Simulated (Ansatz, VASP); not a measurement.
# Si2MoN4 (MoSi2N4 bilayer, AB): VASP beside Ansatz

Aim: how closely do two programs agree when they are given the same cell, functional and k mesh? The structure shown is the start of the Ansatz relaxation below; VASP solves that cell, so the two are compared at the walk's first step.

Method: plane waves, with VASP 6.6.1 beside it; single point at PBE with D3(BJ), in Ansatz 0.2.0.

### 1. The starting structure

The cell holds 14 atoms: 8 N, 4 Si and 2 Mo. Cell: a = 2.920 Å, b = 2.920 Å, c = 57.647 Å, α = 90.0°, β = 90.0°, γ = 120.0°. Vacuum lies along c. The height across the vacuum is the one that the program set for its solve, not the one typed.

Structure file:

```xyz
14
Lattice="2.9200 0.0000 0.0000 -1.4600 2.5288 0.0000 0.0000 0.0000 57.6472" Properties=species:S:1:pos:R:3
N     0.0000    0.0000    9.0000
N     0.0000    1.6859   11.2194
N     0.0000    1.6859   13.6424
N     0.0000    0.0000   15.8618
N     0.0000    1.6859   19.0618
N     1.4600    0.8429   21.2812
N     1.4600    0.8429   23.7041
N     0.0000    1.6859   25.9236
Si    0.0000    1.6859    9.4694
Si    0.0000    1.6859   15.3924
Si    1.4600    0.8429   19.5312
Si    1.4600    0.8429   25.4541
Mo    0.0000    0.0000   12.4309
Mo    0.0000    1.6859   22.4927
```

### 2. Ansatz: relaxation, PBE with D3(BJ)

Ansatz runs on its default PAW (the set named soft_2) files.

The two programs are compared at the cell with which this relaxation starts, whose forces are those of its first step.

Input file input.yaml:

```yaml
crystal:
  lattice:
    - [2.92, 0.0, 0.0]
    - [-1.46, 2.5287941791, 0.0]
    - [0.0, 0.0, 34.9235812344]
  atoms:
    - { symbol: "N", position: [0.0, 0.0, 0.2577055297] }
    - { symbol: Si, position: [0.3333333333, 0.6666666667, 0.2711472291] }
    - { symbol: "N", position: [0.3333333333, 0.6666666667, 0.3212566376] }
    - { symbol: Mo, position: [0.0, 0.0, 0.3559456066] }
    - { symbol: "N", position: [0.3333333333, 0.6666666667, 0.3906345757] }
    - { symbol: Si, position: [0.3333333333, 0.6666666667, 0.4407439842] }
    - { symbol: "N", position: [0.0, 0.0, 0.4541856836] }
    - { symbol: "N", position: [0.3333333333, 0.6666666667, 0.5458143164] }
    - { symbol: Si, position: [0.6666666667, 0.3333333333, 0.5592560158] }
    - { symbol: "N", position: [0.6666666667, 0.3333333333, 0.6093654243] }
    - { symbol: Mo, position: [0.3333333333, 0.6666666667, 0.6440543934] }
    - { symbol: "N", position: [0.6666666667, 0.3333333333, 0.6787433624] }
    - { symbol: Si, position: [0.6666666667, 0.3333333333, 0.7288527709] }
    - { symbol: "N", position: [0.3333333333, 0.6666666667, 0.7422944703] }
  periodic: [true, true, false]
kpoints:
  mp_grid: { grid: [12, 12, 1] }
hamiltonian:
  xc: pbe
  dispersion: d3bj
scf:
  occupations: { method: fermi_dirac, width: 0.05 }
  convergence: { dr2_threshold: 1.0e-09 }
relax:
  f_tol: 0.004
  max_steps: 90
  cell: {}
output:
  write_potential: true
  write_density: true
  volumetric_format: npy
```

The run is started by

```sh
ansatz run input.yaml --threads 4 --pin off --max-ram 6144MiB --backend cpu --events-out ev --progress --plain --runs-dir out
```

Numbers of over 12 decimals in the logs are rounded to 6 here.

Log:

```text
Warning: crystal.periodic: the lattice vector that does not repeat stood 0.000° off the slab's normal, 34.924 Å along it as the deck builds it. The run solves the slab on a vector along the normal, 57.647 Å long, with every atom where it was (on the deck's vector they left 18.00 Å outside them, and the widest stretch free of ions among them is 3.20 Å). A fractional position that the run reports is one of the run's ce [...]
Warning: relax.cell: scf.convergence.dr2_threshold = 1e-9 eV is looser than the 1.93135621641e-10 eV advised for a relaxation that steers and ends on the stress (1e-10 eV for each atom of the cell: 14, times the square of relax.cell.stress_2d_tol = 0.05 N/m over 26.9 Å (the atoms' height at the walk's start and 5 Å past either face), 1.857e-2 GPa, over a crystal's default 0.05). What an SCF threshold leaves in a stress goes as its square root, and in the free energy as the threshold itself, and one threshold admits the most on a small cell: [figures from the program's tests cut] Set scf.convergence.dr2_threshold to 1.93135621641e-10 eV or tighter. [rest of the remark cut]
[...]
basis re-selected at this cell: Δ(F+E_penalty+E_count) = +2.113e-4 eV, ΔP = -0.003 N/m vs the last step (what re-selecting the basis moved, of the pressure what is left beyond the Pulay correction that the steps carried, after the strain that the cell walked since its last selection, with what the two solves' SCF thresholds leave and, on support functions, any second-order correction that the steps lacked; it is no m [...]
WARN: The output density's exchange-correlation potential varies sharply where the density is thin. Do not read a vacuum level from v_tot or v_xc, or from such a field of the output density. On a cell that repeats whose density bears no net charge and no dipole along the vacuum's axis use v_es (v_loc + v_h of the components); under efield.dipole_correction with no amplitude use v_es + v_field, which holds any externa [...]
SCF converged after 5 iterations
Free energy (F): -15543.729296 eV
Harris-Foulkes:  -15543.729296 eV  (|F-HF|=1.93e-9)
Internal energy: -15543.729296 eV  (E = F + TS)
E sigma→0 (E₀):  -15543.729296 eV
Fermi energy:    -4.515218 eV
--- Per-component energies (eV) ---
  E_band       = -1631.945987
  E_kinetic    = 2131.512788
  E_local      = -722228.649345  (includes V_loc(G=0)·N_el)
  E_nonlocal   = 743.477232
  E_hartree    = 359722.585841
  E_xc         = -1080.153244
  E_vxc        = -1272.067969  (∫ρ·V_xc dr)
  E_paw        = -9472.934348  (= ΣΔE_a)
  E_vpaw       = -451.392298  (= ΣTr[D̂ρ^β])
  E_aug_tail   = 0.000937  (compensation charges beyond the density's cutoff)
  E_ewald      = 354644.410903
  E_disp       = -3.980060  (pairwise vdW)
  E_smearing   = -0.000000  (= −TS)
  E_closure    = -0.000000  (closes the sum)
  Σ components = -15543.729296   (vs F -15543.729296, Δ=0.00e0)
--- Forces (eV/Å), atoms counted from 1 ---
  atom   1  N      0.00000000    -0.00000000     0.00012813
  atom   2  Si     0.00000000     0.00000000     0.00011062
  atom   3  N     -0.00000000    -0.00000000    -0.00017010
  atom   4  Mo    -0.00000000    -0.00000000     0.00009061
  atom   5  N      0.00000000    -0.00000000     0.00022844
  atom   6  Si     0.00000000     0.00000000    -0.00009015
  atom   7  N     -0.00000000    -0.00000000    -0.00013835
  atom   8  N      0.00000000    -0.00000000     0.00015957
  atom   9  Si     0.00000000     0.00000000     0.00009912
  atom  10  N      0.00000000    -0.00000000    -0.00025173
  atom  11  Mo     0.00000000    -0.00000000    -0.00011123
  atom  12  N      0.00000000    -0.00000000     0.00017985
  atom  13  Si     0.00000000     0.00000000    -0.00010095
  atom  14  N      0.00000000    -0.00000000    -0.00012392
  max |Σ_I F_I| component: 9.91e-6 eV/Å
--- 2D stress c σ (N/m, compression-positive) ---
       -0.011187       0.000000      -0.000000
        0.000000      -0.011187      -0.000000
       -0.000000      -0.000000      -0.000000
  P = ½ c Tr σ = -0.0112 N/m
--- Band table (eV; the first three rows and the last of 19) ---
  k-point 0: bands = ["-66.8077", "-66.6617", "-40.9160", "-40.7697", "-40.4925", "-40.4925", "-40.3466", "-40.3466", "-24.4144", "-24.3139", "-24.2384", "-24.1530", "-21.5916", "-21.4447", "-20.2558", "-20.1083", "-14.1619", "-13.9890", "-11.6968", "-11.2930", "-9.7768", "-9.5684", "-9.5684", "-9.4265", "-9.4265", "-9.3334", "-9.3334", "-9.2030", "-9.2030", "-9.1850", "-9.1850", "-9.1347", "-9.0475", "-9.0475", "-7. [...]
  k-point 1: bands = ["-66.7991", "-66.6531", "-40.9022", "-40.7559", "-40.5612", "-40.5072", "-40.4153", "-40.3613", "-24.2982", "-24.2007", "-24.1232", "-24.0411", "-21.4911", "-21.3443", "-20.2435", "-20.0962", "-14.0435", "-13.8730", "-11.7046", "-11.3386", "-10.0697", "-9.9070", "-9.8676", "-9.7469", "-9.5700", "-9.5668", "-9.4937", "-9.4583", "-9.4302", "-9.3839", "-9.3169", "-9.1657", "-9.0236", "-9.0106", "-8 [...]
  k-point 2: bands = ["-66.7754", "-66.6294", "-40.8642", "-40.7457", "-40.7180", "-40.5998", "-40.5471", "-40.4012", "-23.9586", "-23.8696", "-23.7862", "-23.7135", "-21.2189", "-21.0724", "-20.2152", "-20.0686", "-13.7620", "-13.6012", "-11.7631", "-11.5414", "-11.1630", "-11.0692", "-10.9574", "-10.8966", "-10.0720", "-9.9276", "-9.8028", "-9.7560", "-9.6686", "-9.6102", "-9.3301", "-8.8618", "-8.8127", "-8.7166", [...]
  k-point 18: bands = ["-66.6609", "-66.5149", "-41.2308", "-41.1018", "-41.0849", "-40.9559", "-40.6792", "-40.5329", "-21.3381", "-21.2977", "-21.2113", "-21.1520", "-20.3938", "-20.2482", "-20.1969", "-20.0512", "-14.6424", "-14.5065", "-14.4657", "-14.3257", "-13.8928", "-13.7797", "-13.7611", "-13.6404", "-11.7246", "-11.5814", "-11.4359", "-11.2993", "-10.7439", "-10.5999", "-10.2079", "-10.0697", "-9.7254", "-9.5957", "-9.5771", "-9.4560", "-7.6680", "-7.5272", "-6.9449", "-6.8010", "-5.9686", "-5.8241", "-3.5789", "-3.4326", "-2.2567", "-2.1284", "-1.4272", "-1.2771", "-0.4164", "-0.2562", "-0.2379", "-0.1176", "1.6764", "1.9465", "1.9845", "2.0731"]
  ° read free of the cell's end (the report's vacuum.weakly_bound_levels)
--- Relaxed structure (7 steps of the walk, 7 accepted, 2 SCFs on fresh bases) ---
  F+E_penalty+E_count = -15543.72929586 eV   max|allowed force component| = 2.524e-4 eV/Å   (the final SCF, on the basis selected at the relaxed cell)
  cell:  # Å, volume = 415.6856 Å³
    - [2.885547, 0, 0]
    - [-1.442774, 2.498957, 0]
    - [0, 0, 57.647162]
  atoms:
    - { symbol: N, position: [-8.194503276956737e-17, -3.814031478960469e-17, 0.155314] }
    - { symbol: Si, position: [0.333333, 0.666667, 0.164428] }
    - { symbol: N, position: [0.333333, 0.666667, 0.194798] }
    - { symbol: Mo, position: [-8.194503276956735e-17, -3.814031478960467e-17, 0.216536] }
    - { symbol: N, position: [0.333333, 0.666667, 0.238267] }
    - { symbol: Si, position: [0.333333, 0.666667, 0.268621] }
    - { symbol: N, position: [-8.194503276956737e-17, -3.814031478960468e-17, 0.277644] }
    - { symbol: N, position: [0.333333, 0.666667, 0.328156] }
    - { symbol: Si, position: [0.666667, 0.333333, 0.337201] }
    - { symbol: N, position: [0.666667, 0.333333, 0.367553] }
    - { symbol: Mo, position: [0.333333, 0.666667, 0.389281] }
    - { symbol: N, position: [0.666667, 0.333333, 0.411020] }
    - { symbol: Si, position: [0.666667, 0.333333, 0.441390] }
    - { symbol: N, position: [0.333333, 0.666667, 0.450504] }
```

(Part 1 of 2 ends here.)

[Lines on the potential files, build, host, timing and source positions are cut from VASP's logs without a mark.]

[Logs are printed without paths, hosts, clocks, repeated set-up lines and the standing remarks that a program may print on its own settings, such as how far it seeks lower states.]

[Hosts, paths, dates, database ids (printed as entryN), source tags and the programs' standing remarks are cut or masked in the printed files.]
